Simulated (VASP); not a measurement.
Input:

```
GeSi
1.0
    3.74500     0.00000     0.00000
   -1.87250     3.24327     0.00000
    0.00000     0.00000     5.21961
Ge Si
2 2
Direct
  0.00000   0.00000   0.00000
  0.00000   0.00000   0.50000
  0.33333   0.66667   0.25000
  0.66667   0.33333   0.75000
```

These are PBE GGA, VASP's PBE PAW potentials (set 64) (plane waves; VASP) values and carry that method's errors. Settings: 750 eV cut-off, 9×9×6 Γ-centred mesh, first-order Methfessel-Paxton smearing of 0.10 eV, potentials Ge_d Si.

### Question
Give the stress tensor in GPa (positive for a compressed cell).

### Answer

```
14.37   0.00   0.00
 0.00  14.37   0.00
 0.00   0.00  29.38
```
The pressure is its mean diagonal, 19.37 GPa.

The structure was generated: SiGe was put into the NiAs type (P6_3/mmc), which need not be its known phase. The cell was not relaxed at this level. The run is one of a series of settings (ENCUT = 750 against the base run), some of them coarse on purpose.
